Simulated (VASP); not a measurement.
All values below come from r2SCAN meta-GGA, VASP's PBE PAW potentials (set 64) (plane waves; VASP).

VASP input:

POSCAR:
```
Cr
1
   -1.4134447602     1.4134447602     1.4134447602
    1.4134447602    -1.4134447602     1.4134447602
    1.4134447602     1.4134447602    -1.4134447602
Cr
1
Direct
  0.0000000000   0.0000000000   0.0000000000
```

KPOINTS_OPT:
```
k-points along high-symmetry lines
10
Line-mode
Reciprocal
  0.000000   0.000000   0.000000 ! GAMMA
  0.500000  -0.500000   0.500000 ! H

  0.500000  -0.500000   0.500000 ! H
  0.000000   0.000000   0.500000 ! N

  0.000000   0.000000   0.500000 ! N
  0.000000   0.000000   0.000000 ! GAMMA

  0.000000   0.000000   0.000000 ! GAMMA
  0.250000   0.250000   0.250000 ! P

  0.250000   0.250000   0.250000 ! P
  0.500000  -0.500000   0.500000 ! H

  0.250000   0.250000   0.250000 ! P
  0.000000   0.000000   0.500000 ! N
```

**INCAR**
```
# general
SYSTEM  = Cr
PREC    = Accurate
ENCUT   = 400
LREAL   = F
LASPH   = T

# electronic loop
EDIFF   = 1E-7
NELM    = 100
ALGO    = Normal
LMAXMIX = 4
LMIXTAU = T

# smearing
ISMEAR  = -5

# functional
METAGGA = R2SCAN

# ions
ISIF    = 2

# output
LWAVE   = F
LCHARG  = F
LORBIT  = 11
NEDOS   = 601
```

**KPOINTS**
```
Automatic mesh
0
Gamma
20 20 20
0 0 0
```

POTCAR, in this order: Cr_pv (PBE.64 set). Program: vasp_std.

Output

File OUTCAR:
```
 ion  position               nearest neighbor table
   1  0.000  0.000  0.000-
  LATTYP: Found a body centered cubic cell.
 ALAT       =     2.8268895204
 Subroutine PRICEL returns:
 Original cell was already a primitive cell.
 Subroutine GETGRP returns: Found 48 space group operations
The static configuration has the point symmetry O_h .
The dynamic configuration has the point symmetry O_h .
 Subroutine INISYM returns: Found 48 space group operations
 Subroutine IBZKPT returns following result:
 Found    256 irreducible k-points:

 Following reciprocal coordinates:
            Coordinates               Weight
  0.000000  0.000000  0.000000      1.000000
  0.050000  0.000000  0.000000     12.000000
  0.100000  0.000000  0.000000     12.000000
  0.150000  0.000000  0.000000     12.000000
  0.200000  0.000000  0.000000     12.000000
  0.250000  0.000000  0.000000     12.000000
  0.300000  0.000000  0.000000     12.000000
  0.350000  0.000000  0.000000     12.000000
  0.400000  0.000000  0.000000     12.000000
  0.450000  0.000000  0.000000     12.000000
...
```

OSZICAR:
```
       N       E                     dE             d eps       ncg     rms          rms(c)
DAV:   1     0.559748959207E+02    0.55975E+02   -0.66710E+03  5162   0.122E+03
DAV:   2    -0.178872489309E+02   -0.73862E+02   -0.71726E+02  5198   0.303E+02
DAV:   3    -0.191016803377E+02   -0.12144E+01   -0.11981E+01  5480   0.471E+01
DAV:   4    -0.191093684573E+02   -0.76881E-02   -0.76874E-02  5502   0.384E+00
DAV:   5    -0.191094604113E+02   -0.91954E-04   -0.91958E-04  5444   0.401E-01    0.161E+01
DAV:   6    -0.144058508200E+02    0.47036E+01   -0.16942E+01  5144   0.647E+01    0.488E+00
DAV:   7    -0.147904768877E+02   -0.38463E+00   -0.13844E+00  5282   0.168E+01    0.232E+00
DAV:   8    -0.148038427397E+02   -0.13366E-01   -0.24075E-01  5122   0.742E+00    0.187E+00
DAV:   9    -0.148211124845E+02   -0.17270E-01   -0.51407E-02  5164   0.312E+00    0.109E+00
DAV:  10    -0.148082339627E+02    0.12879E-01   -0.76868E-02  5142   0.427E+00    0.331E-01
DAV:  11    -0.148091607723E+02   -0.92681E-03   -0.36494E-03  5120   0.833E-01    0.186E-01
DAV:  12    -0.148097016968E+02   -0.54092E-03   -0.10278E-03  5124   0.479E-01    0.794E-02
DAV:  13    -0.148097214121E+02   -0.19715E-04   -0.32872E-04  5148   0.266E-01    0.157E-02
DAV:  14    -0.148097245126E+02   -0.31005E-05   -0.24384E-05  5124   0.753E-02    0.499E-03
DAV:  15    -0.148097246051E+02   -0.92555E-07   -0.11893E-06  5144   0.149E-02    0.301E-03
DAV:  16    -0.148097249595E+02   -0.35434E-06   -0.10659E-07  3492   0.455E-03    0.858E-04
DAV:  17    -0.148097240578E+02    0.90167E-06   -0.30397E-08  2566   0.262E-03    0.411E-04
DAV:  18    -0.148097250704E+02   -0.10126E-05   -0.35137E-09  2566   0.965E-04    0.136E-04
DAV:  19    -0.148097245156E+02    0.55482E-06   -0.74586E-10  2560   0.433E-04    0.984E-06
DAV:  20    -0.148097246976E+02   -0.18199E-06   -0.91133E-11  2560   0.164E-04    0.898E-06
DAV:  21    -0.148097246793E+02    0.18309E-07   -0.19540E-11  2560   0.782E-05
   1 F= -.14809725E+02 E0= -.14809725E+02  d E =0.000000E+00
       N       E                     dE             ncg
```

File OUTCAR:
```
------------------------ aborting loop because EDIFF is reached ----------------------------------------
  FORCE on cell =-STRESS in cart. coord.  units (eV):
  Direction    XX          YY          ZZ          XY          YZ          ZX
  --------------------------------------------------------------------------------------
  Total        0.0135957      0.0135957      0.0135957      0.0000000      0.0000000     -0.0000000
  in kB        1.9284795      1.9284795      1.9284795      0.0000000      0.0000000     -0.0000000
  external PRESSURE =       1.9284795 kB  Pullay stress =       0.0000000 kB
  volume of cell :       11.30
      direct lattice vectors                 reciprocal lattice vectors
    -1.413444760  1.413444760  1.413444760     0.000000000  0.353745696  0.353745696
     1.413444760 -1.413444760  1.413444760     0.353745696  0.000000000  0.353745696
     1.413444760  1.413444760 -1.413444760     0.353745696  0.353745696  0.000000000
 POSITION                                       TOTAL-FORCE (eV/Angst)
 -----------------------------------------------------------------------------------
      0.00000      0.00000      0.00000        -0.000000     -0.000000      0.000000
 -----------------------------------------------------------------------------------
    total drift:                                0.000000      0.000000     -0.000000
  FREE ENERGIE OF THE ION-ELECTRON SYSTEM (eV)
  ---------------------------------------------------
  free  energy   TOTEN  =       -14.8097246793 eV

  energy  without entropy=      -14.8097246793  energy(sigma->0) =      -14.80972468

 total charge

# of ion       s       p       d       tot
------------------------------------------
    1        0.693   6.443   4.191  11.327
```
(Selected blocks of OUTCAR.)

For a metal the tetrahedron method with Blöchl corrections gives inexact stress and forces.

The structure was generated: Cr was put into the bcc type (Im-3m), which need not be its known phase. It was relaxed first, which changed the volume by -5 %. The run is not spin-polarised, so no magnetic state was tried.
